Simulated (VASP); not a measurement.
```xyz
3
Lattice="1.7391 -3.0122 0.0000 1.7391 3.0122 0.0000 0.0000 0.0000 5.8140" Properties=species:S:1:pos:R:3 pbc="T T T"
Ti     0.0000     0.0000     0.0000
S      1.7391     1.0041     1.4535
S      1.7391    -1.0041     4.3605
```

The base run (VASP): PBE GGA, plane waves, VASP's PBE PAW potentials (set 64). Settings: 400 eV cut-off, 9×9×5 Γ-centred mesh, first-order Methfessel-Paxton smearing of 0.10 eV, potentials Ti_sv S.

The base run took about 10 core-seconds. Times come from single runs on busy shared machines, so they are rough: good to a factor of about 2.

Pressures at a finite cut-off, here 400 eV, hold a Pulay part, which this task's highest cut-off puts under 0.2 GPa.

| setting | cost over the base run | electronic steps | pressure (GPa) |
|---|---|---|---|
| base run | reference | 16 | -4.85 |
| IVDW = 13 | within a factor of 2 | 16 | -7.12 |
| IVDW = 11 | within a factor of 2 | 16 | -6.13 |
| GGA = 91 | within a factor of 2 | 16 | -4.88 |
| AGGAC = 0.0, GGA = BO, LUSE_VDW = .TRUE., PARAM1 = 0.1833333333, PARAM2 = 0.22 | about 3 times | 15 | -5.24 |

Left out are runs that failed, have no time on record or changed the cell.

The compound is TiS2 in the 1T layered structure. The cell was not relaxed at this level.
